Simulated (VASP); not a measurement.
# Ni(110): what the settings do to the level below the vacuum, part 4 of 6

Wanted: the error that each setting leaves in the work function or ionisation potential of Ni(110).

VASP 6.6.1, plane waves and PAW; the level of theory is named at each step.

Still holding for the runs below: The magnetic state follows from one typed start and may not be the lowest.

So far. Step 5 (Another mesh, mesh points along a 10, k-mesh 10×15×1): Against the base run its depth below the vacuum changes by +0.02 eV and the energy by +1.0 meV an atom. Step 9 (Another vacuum, vacuum width 24): Against the base run its depth below the vacuum changes by +0.01 eV and the energy by +0.0 meV an atom.

### 11. A lower cutoff, ENCUT 210

Level of this step: PBE, spin-polarised from a ferromagnetic start; plane waves and PAW (Ni) (VASP).

A lower cutoff is cheaper, and the test is whether a potential difference survives it better than the total energy.

INCAR

```
SYSTEM = Ni
PREC = Normal
ENCUT = 210
EDIFF = 1E-06
NELM = 120
ISMEAR = 1
SIGMA = 0.1
LREAL = .FALSE.
ALGO = Normal
GGA = PE
NBANDS = 51
ISPIN = 2
MAGMOM = 1 1 1 1 1 1 1
LASPH = .TRUE.
LMAXMIX = 4
LORBIT = 11
LWAVE = .FALSE.
LCHARG = .FALSE.
KPAR = 4
IDIPOL = 3
LDIPOL = .TRUE.
DIPOL = 0.5 0.5 0.5
LVHAR = .TRUE.
LVACPOTAV = .TRUE.
```

POSCAR

```
Ni
1.0
    3.5200000000      0.0000000000      0.0000000000
    0.0000000000      2.4890158698      0.0000000000
    0.0000000000      0.0000000000     25.4670476093
Ni
7
Direct
    0.0000000000      0.0000000000      0.3533978551
    0.5000000000      0.5000000000      0.4022652367
    0.0000000000      0.0000000000      0.4511326184
    0.5000000000      0.5000000000      0.5000000000
    0.0000000000      0.0000000000      0.5488673816
    0.5000000000      0.5000000000      0.5977347633
    0.0000000000      0.0000000000      0.6466021449
```

KPOINTS

```
Automatic mesh
0
Gamma
7 10 1
0 0 0
```

Potentials, in the order of the species: Ni (PBE family, release 64).

Launch:

```console
$ mpirun -np 4 vasp_std
```

The program printed:

```text
[... set-up lines as in an earlier step ...]
 entering main loop
       N       E                     dE             d eps       ncg     rms          rms(c)
DAV:   1     0.280955715635E+03    0.28096E+03   -0.19649E+04  5112   0.696E+02
DAV:   2    -0.287289415851E+02   -0.30968E+03   -0.29242E+03  5066   0.209E+02
DAV:   3    -0.421368947165E+02   -0.13408E+02   -0.13087E+02  5407   0.578E+01
DAV:   4    -0.422608238571E+02   -0.12393E+00   -0.12386E+00  5772   0.510E+00
[...]
DAV:  40    -0.338341935504E+02   -0.52464E-05   -0.97239E-08  3342   0.182E-03    0.108E-03
DAV:  41    -0.338341953142E+02   -0.17638E-05   -0.34725E-08  3259   0.140E-03    0.116E-03
DAV:  42    -0.338341958601E+02   -0.54588E-06   -0.15926E-08  3140   0.100E-03
 [... a notice as in an earlier step ...]

   1 F= -.33834196E+02 E0= -.33834740E+02  d E =0.163371E-02  mag=     4.8102
 [... a notice as in an earlier step ...]
```

It took 31 s on 4 MPI ranks of Intel Xeon 6975P-C (Granite Rapids), shared host; peak memory 0.8 GiB.

Parts of OUTCAR (step 11):

```text
  Total      -41.6370434    -41.6353023    -41.2416322      0.0000000      0.0000000      0.0000000
  in kB     -298.9795863   -298.9670838   -296.1402904      0.0000000      0.0000000      0.0000000
  external PRESSURE =    -298.0289868 kB  Pullay stress =       0.0000000 kB

 POSITION                                       TOTAL-FORCE (eV/Angst)
 -----------------------------------------------------------------------------------
      0.00000      0.00000      9.00000        -0.000000     -0.000000      0.831957
      1.76000      1.24451     10.24451         0.000000      0.000000     -0.383634
      0.00000      0.00000     11.48902         0.000000     -0.000000     -0.222285
      1.76000      1.24451     12.73352         0.000000     -0.000000      0.000000
      0.00000      0.00000     13.97803         0.000000     -0.000000      0.222285
      1.76000      1.24451     15.22254         0.000000     -0.000000      0.383634
      0.00000      0.00000     16.46705        -0.000000     -0.000000     -0.831957
 -----------------------------------------------------------------------------------
    total drift:                                0.000000     -0.000000     -0.000000

  FREE ENERGIE OF THE ION-ELECTRON SYSTEM (eV)
  ---------------------------------------------------
  free  energy   TOTEN  =       -33.8341958601 eV

  energy  without entropy=      -33.8358295739  energy(sigma->0) =      -33.83474043

 magnetization (x)
# of ion       s       p       d       tot
------------------------------------------
    1        0.002  -0.012   0.771   0.761
    2       -0.006  -0.023   0.719   0.690
    3       -0.006  -0.023   0.708   0.680
    4       -0.006  -0.022   0.667   0.639
    5       -0.006  -0.023   0.708   0.680
    6       -0.006  -0.023   0.719   0.690
    7        0.002  -0.012   0.771   0.761
--------------------------------------------------
tot         -0.024  -0.139   5.063   4.900

[... 1 part as in an earlier step ...]

[... 2 further parts left out ...]
[key lines of the parts left out:]
E-fermi :   0.1263
```

Numbers from this step:

```yaml
electronic_cycles: 42
free_energy_toten: -33.83 eV
energy_at_zero_smearing: -33.83 eV
fermi_energy: 0.1263 eV
moment_of_the_cell_from_the_last_line_of_the_log: 4.810 μB
highest_filled_level_below_the_vacuum: 4.624 eV
```

Against the base run its depth below the vacuum changes by +0.12 eV and the energy by +275.3 meV an atom. The program printed no vacuum level, so the number is read from the planar average a third of the way across the gap.

### 12. A lower cutoff, ENCUT 280

INCAR, as its differences from that of step 11:

```diff
@@ -2,3 +2,3 @@
 PREC = Normal
-ENCUT = 210
+ENCUT = 280
 EDIFF = 1E-06
```

POSCAR is that of step 11.

KPOINTS is that of step 11.

Launch:

```console
$ mpirun -np 4 vasp_std
```

The program printed:

```text
[... set-up lines as in an earlier step ...]
 entering main loop
       N       E                     dE             d eps       ncg     rms          rms(c)
DAV:   1     0.379625154537E+03    0.37963E+03   -0.22083E+04  4960   0.923E+02
DAV:   2    -0.162089188116E+02   -0.39583E+03   -0.37429E+03  4970   0.259E+02
DAV:   3    -0.419632433944E+02   -0.25754E+02   -0.24725E+02  5374   0.909E+01
DAV:   4    -0.423127885457E+02   -0.34955E+00   -0.34900E+00  5652   0.116E+01
[...]
DAV:  41    -0.357387694933E+02   -0.31806E-05   -0.48680E-08  3267   0.184E-03    0.133E-03
DAV:  42    -0.357387712301E+02   -0.17368E-05   -0.21416E-08  3291   0.144E-03    0.381E-04
DAV:  43    -0.357387717515E+02   -0.52144E-06   -0.10091E-08  3118   0.644E-04
 [... a notice as in an earlier step ...]

   1 F= -.35738772E+02 E0= -.35740272E+02  d E =0.450011E-02  mag=     4.9046
```

It took 44 s on 4 MPI ranks; peak memory 1 GiB.

Parts of OUTCAR (step 12):

```text
  Total       -4.3973550     -3.7655300     -3.1289518      0.0000000      0.0000000      0.0000000
  in kB      -31.5757138    -27.0388219    -22.4677990      0.0000000      0.0000000      0.0000000
  external PRESSURE =     -27.0274449 kB  Pullay stress =       0.0000000 kB

 POSITION                                       TOTAL-FORCE (eV/Angst)
 -----------------------------------------------------------------------------------
      0.00000      0.00000      9.00000        -0.000000     -0.000000      0.621191
      1.76000      1.24451     10.24451         0.000000     -0.000000     -0.456284
      0.00000      0.00000     11.48902         0.000000     -0.000000     -0.121445
      1.76000      1.24451     12.73352         0.000000     -0.000000      0.000000
      0.00000      0.00000     13.97803         0.000000     -0.000000      0.121445
      1.76000      1.24451     15.22254         0.000000     -0.000000      0.456284
      0.00000      0.00000     16.46705        -0.000000      0.000000     -0.621191
 -----------------------------------------------------------------------------------
    total drift:                                0.000000     -0.000000      0.000000

  FREE ENERGIE OF THE ION-ELECTRON SYSTEM (eV)
  ---------------------------------------------------
  free  energy   TOTEN  =       -35.7387717515 eV

  energy  without entropy=      -35.7432718635  energy(sigma->0) =      -35.74027179

 magnetization (x)
# of ion       s       p       d       tot
------------------------------------------
    1       -0.000  -0.016   0.791   0.775
    2       -0.006  -0.027   0.741   0.708
    3       -0.007  -0.025   0.724   0.692
    4       -0.007  -0.025   0.677   0.645
    5       -0.007  -0.025   0.724   0.692
    6       -0.006  -0.027   0.741   0.708
    7       -0.000  -0.016   0.791   0.775
--------------------------------------------------
tot         -0.033  -0.160   5.188   4.994

[... 1 part as in an earlier step ...]

[... 2 further parts left out ...]
[key lines of the parts left out:]
E-fermi :   0.2786
```

Numbers from this step:

```yaml
electronic_cycles: 43
free_energy_toten: -35.74 eV
energy_at_zero_smearing: -35.74 eV
fermi_energy: 0.2786 eV
moment_of_the_cell_from_the_last_line_of_the_log: 4.905 μB
vacuum_levels: 4.785, 4.785 eV
work_functions_of_the_upper_and_lower_face: 4.506, 4.506 eV
highest_filled_level_below_the_vacuum: 4.506 eV
```

Against the base run its depth below the vacuum changes by +0.00 eV and the energy by +3.1 meV an atom.

### 13. Another smearing width, SIGMA 0.02

The width trades sharpness at the Fermi level against the mesh needed.

INCAR, as its differences from that of step 12:

```diff
@@ -2,3 +2,3 @@
 PREC = Normal
-ENCUT = 280
+ENCUT = 350
 EDIFF = 1E-06
@@ -6,3 +6,3 @@
 ISMEAR = 1
-SIGMA = 0.1
+SIGMA = 0.02
 LREAL = .FALSE.
```

POSCAR is that of step 12.

KPOINTS is that of step 12.

Launch:

```console
$ mpirun -np 4 vasp_std
```

The program printed:

```text
[... set-up lines as in an earlier step ...]
 entering main loop
       N       E                     dE             d eps       ncg     rms          rms(c)
DAV:   1     0.433643618032E+03    0.43364E+03   -0.24645E+04  4896   0.110E+03
DAV:   2    -0.964501611368E+01   -0.44329E+03   -0.41953E+03  4933   0.285E+02
DAV:   3    -0.417806118013E+02   -0.32136E+02   -0.30405E+02  5280   0.107E+02
DAV:   4    -0.423210077222E+02   -0.54040E+00   -0.53922E+00  5487   0.159E+01
[...]
DAV:  42    -0.357620021720E+02   -0.40524E-05   -0.55464E-08  3356   0.214E-03    0.241E-03
DAV:  43    -0.357620043860E+02   -0.22140E-05   -0.30546E-08  3379   0.234E-03    0.127E-03
DAV:  44    -0.357620053045E+02   -0.91845E-06   -0.19723E-08  3148   0.120E-03
 [... a notice as in an earlier step ...]

   1 F= -.35762005E+02 E0= -.35762002E+02  d E =-.111736E-04  mag=     4.8541
```

The job ended after 56 s (4 MPI ranks; peak memory 1.2 GiB; 3.6 min of CPU time).

From OUTCAR (step 13):

```text
  Total       -3.7140129     -2.8867129     -2.3800372     -0.0000000      0.0000000      0.0000000
  in kB      -26.6688971    -20.7283745    -17.0901311     -0.0000000      0.0000000      0.0000000
  external PRESSURE =     -21.4958009 kB  Pullay stress =       0.0000000 kB

 POSITION                                       TOTAL-FORCE (eV/Angst)
 -----------------------------------------------------------------------------------
      0.00000      0.00000      9.00000        -0.000000      0.000000      0.647455
      1.76000      1.24451     10.24451        -0.000000      0.000000     -0.472739
      0.00000      0.00000     11.48902         0.000000      0.000000     -0.122164
      1.76000      1.24451     12.73352        -0.000000      0.000000     -0.000000
      0.00000      0.00000     13.97803         0.000000      0.000000      0.122164
      1.76000      1.24451     15.22254        -0.000000      0.000000      0.472739
      0.00000      0.00000     16.46705        -0.000000      0.000000     -0.647455
 -----------------------------------------------------------------------------------
    total drift:                                0.000000      0.000000      0.000000

  FREE ENERGIE OF THE ION-ELECTRON SYSTEM (eV)
  ---------------------------------------------------
  free  energy   TOTEN  =       -35.7620053045 eV

  energy  without entropy=      -35.7619941309  energy(sigma->0) =      -35.76200158

 magnetization (x)
# of ion       s       p       d       tot
------------------------------------------
    1       -0.000  -0.016   0.781   0.765
    2       -0.007  -0.027   0.733   0.700
    3       -0.007  -0.026   0.715   0.683
    4       -0.007  -0.025   0.674   0.642
    5       -0.007  -0.026   0.715   0.683
    6       -0.007  -0.027   0.733   0.700
    7       -0.000  -0.016   0.781   0.765
--------------------------------------------------
tot         -0.035  -0.162   5.134   4.937

[... 2 parts as in an earlier step ...]

[... 1 further part left out ...]
[key lines of the parts left out:]
E-fermi :   0.2854
```

Numbers from this step:

- electronic cycles: 44
- free energy (TOTEN): -35.76 eV
- Fermi energy: 0.2854 eV
- moment of the cell, from the last line of the log: 4.854 μB
- vacuum levels: 4.788, 4.788 eV
- work functions of the upper and lower face: 4.503, 4.503 eV
- highest filled level below the vacuum: 4.503 eV

Against the base run its depth below the vacuum changes by -0.00 eV and the energy by +0.0 meV an atom.

### 14. Another smearing width, SIGMA 0.4

INCAR, as its differences from that of step 13:

```diff
@@ -6,3 +6,3 @@
 ISMEAR = 1
-SIGMA = 0.02
+SIGMA = 0.4
 LREAL = .FALSE.
```

POSCAR is that of step 13.

KPOINTS is that of step 13.

Launch:

```console
$ mpirun -np 4 vasp_std
```

The program printed:

```text
[... set-up lines as in an earlier step ...]
 entering main loop
       N       E                     dE             d eps       ncg     rms          rms(c)
DAV:   1     0.433649402585E+03    0.43365E+03   -0.24645E+04  4896   0.110E+03
DAV:   2    -0.965891155436E+01   -0.44331E+03   -0.41948E+03  4933   0.285E+02
DAV:   3    -0.417844002081E+02   -0.32125E+02   -0.30403E+02  5280   0.107E+02
DAV:   4    -0.423246581716E+02   -0.54026E+00   -0.53910E+00  5487   0.159E+01
[...]
DAV:  39    -0.357832263415E+02   -0.43920E-05   -0.53119E-08  3315   0.192E-03    0.615E-04
DAV:  40    -0.357832283146E+02   -0.19731E-05   -0.29456E-08  3292   0.135E-03    0.288E-04
DAV:  41    -0.357832290693E+02   -0.75463E-06   -0.11774E-08  3268   0.813E-04
 [... a notice as in an earlier step ...]

   1 F= -.35783229E+02 E0= -.35765515E+02  d E =-.531433E-01  mag=     5.0525
```

Wall time 53 s (4 MPI ranks); peak memory 1.2 GiB.

From OUTCAR (step 14):

```text
  Total       -3.5674144     -2.8860837     -2.1418091      0.0000000      0.0000000      0.0000000
  in kB      -25.6162297    -20.7238564    -15.3795070      0.0000000      0.0000000      0.0000000
  external PRESSURE =     -20.5731977 kB  Pullay stress =       0.0000000 kB

 POSITION                                       TOTAL-FORCE (eV/Angst)
 -----------------------------------------------------------------------------------
      0.00000      0.00000      9.00000        -0.000000     -0.000000      0.622309
      1.76000      1.24451     10.24451         0.000000     -0.000000     -0.485894
      0.00000      0.00000     11.48902         0.000000     -0.000000     -0.115848
      1.76000      1.24451     12.73352         0.000000     -0.000000      0.000000
      0.00000      0.00000     13.97803         0.000000     -0.000000      0.115848
      1.76000      1.24451     15.22254         0.000000     -0.000000      0.485894
      0.00000      0.00000     16.46705         0.000000      0.000000     -0.622309
 -----------------------------------------------------------------------------------
    total drift:                                0.000000      0.000000      0.000000

  FREE ENERGIE OF THE ION-ELECTRON SYSTEM (eV)
  ---------------------------------------------------
  free  energy   TOTEN  =       -35.7832290693 eV

  energy  without entropy=      -35.7300858093  energy(sigma->0) =      -35.76551465

 magnetization (x)
# of ion       s       p       d       tot
------------------------------------------
    1        0.000  -0.015   0.824   0.810
    2       -0.007  -0.026   0.747   0.715
    3       -0.006  -0.025   0.730   0.699
    4       -0.006  -0.024   0.707   0.677
    5       -0.006  -0.025   0.730   0.699
    6       -0.007  -0.026   0.747   0.715
    7        0.000  -0.015   0.824   0.810
--------------------------------------------------
tot         -0.031  -0.156   5.309   5.122

[... 2 parts as in an earlier step ...]

[... 1 further part left out ...]
[key lines of the parts left out:]
E-fermi :   0.2797
```

This step gave:

```
electronic cycles                                 : 41
free energy (TOTEN)                               : -35.78 eV
energy at zero smearing                           : -35.77 eV
Fermi energy                                      : 0.2797 eV
moment of the cell, from the last line of the log : 5.053 μB
vacuum levels                                     : 4.787, 4.787 eV
work functions of the upper and lower face        : 4.507, 4.507 eV
highest filled level below the vacuum             : 4.507 eV
```

Spin moment in the PAW sphere by atom:

| atom | spin moment in the PAW sphere (μB) |
| --- | --- |
| Ni1 | 0.810 |
| Ni2 | 0.715 |
| Ni3 | 0.699 |
| Ni4 | 0.677 |
| Ni5 | 0.699 |
| Ni6 | 0.715 |
| Ni7 | 0.810 |

Against the base run its depth below the vacuum changes by +0.00 eV and the energy by -0.5 meV an atom.

### 15. The ladder

Times are for 4 MPI ranks of Intel Xeon 6975P-C (Granite Rapids), shared host. The series side by side:

| no. | run | electronic cycles | cutoff used less the lowest (eV) | free energy (TOTEN) (eV) | moment of the cell, from the last line of the log (μB) | highest filled level below the vacuum (eV) | time | memory (GiB) |
| --- | --- | --- | --- | --- | --- | --- | --- | --- |
| 1 | base run | 43 | 140 | -35.76 | 4.908 | 4.506 | 66 s | 1.3 |
| 2 | series over the cutoff | 42 | 0 | -33.83 | 4.810 | 4.624 | 31 s | 0.8 |
| 3 | series over the cutoff | 43 | 70 | -35.74 | 4.905 | 4.506 | 44 s | 1.0 |
| 4 | series over the smearing | 44 | 140 | -35.76 | 4.854 | 4.503 | 56 s | 1.2 |
| 5 | series over the smearing | 41 | 140 | -35.78 | 5.053 | 4.507 | 53 s | 1.2 |

(Continued in part 5 of 6.)

[Lines on the potential files, build, host, timing and source positions are cut from VASP's logs without a mark.]

[Logs are printed without paths, hosts, clocks, repeated set-up lines and the standing remarks that a program may print on its own settings, such as how far it seeks lower states.]

[Hosts, paths, dates, database ids (printed as entryN), source tags and the programs' standing remarks are cut or masked in the printed files.]

[In band tables of VASP the shares of atoms and orbitals are scaled to a sum of 1 inside the atoms' spheres.]

[Runs that stopped without an error message from VASP are left out.]
